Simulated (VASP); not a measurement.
An input for Quantum ESPRESSO's pw.x (written as the equivalent of a VASP run, and not itself run):

```
&CONTROL
  calculation = 'vc-relax'
  pseudo_dir = './pseudo'
  outdir = './out'
  tprnfor = .true.
  tstress = .true.
  nstep = 60
  forc_conv_thr = 0.00039
/
&SYSTEM
  ibrav = 0
  nat = 2
  ntyp = 2
  ecutwfc = 74
  occupations = 'smearing'
  smearing = 'methfessel-paxton'
  degauss = 0.00735
  input_dft = 'pz'
/
&ELECTRONS
  conv_thr = 7.3e-08
  electron_maxstep = 100
/
&IONS
/
&CELL
/
ATOMIC_SPECIES
  Li 6.940 Li.upf
  Hg 200.592 Hg.upf
CELL_PARAMETERS angstrom
     3.3013300    0.0000000    0.0000000
     0.0000000    3.3013300    0.0000000
     0.0000000    0.0000000    3.3013300
ATOMIC_POSITIONS crystal
  Li   0.5000000  0.5000000  0.5000000
  Hg   0.0000000  0.0000000  0.0000000
K_POINTS automatic
  10 10 10 0 0 0
```

Problem. Write the VASP files for the same calculation (LDA).

Solution. Several could match; the one computed here: 
### KPOINTS
```
Automatic mesh
0
Gamma
10 10 10
0 0 0
```

### POSCAR
```
LiHg
1
    3.3013300000     0.0000000000     0.0000000000
    0.0000000000     3.3013300000     0.0000000000
    0.0000000000     0.0000000000     3.3013300000
Li Hg
1 1
Direct
  0.5000000000   0.5000000000   0.5000000000
  0.0000000000   0.0000000000   0.0000000000
```

INCAR:
```
SYSTEM = LiHg
PREC = Accurate
ENCUT = 520
EDIFF = 1E-6
NELM = 100
ALGO = Normal
LREAL = .FALSE.
LASPH = .TRUE.
ISMEAR = 1
SIGMA = 0.1
LMAXMIX = 6
LWAVE = .FALSE.
LCHARG = .FALSE.
IBRION = 2
ISIF = 3
NSW = 60
EDIFFG = -0.01
```

POTCAR, in this order: Li_sv Hg (LDA.64 set). Program: vasp_std.

What does not carry over: the potentials are each code's own (VASP's PAW set, PseudoDojo norm-conserving files in pw.x), so ENCUT and ecutwfc are chosen apart and not converted; conv_thr bounds pw.x's estimated SCF error, while EDIFF bounds the energy change between steps; forc_conv_thr acts on force components and is met together with etot_conv_thr.

The structure comes from a computed database's LiHg entry (Pm-3m); how it stands against other phases isn't given here. This run relaxes it. Symmetry was kept, so distortions that lower it aren't found.
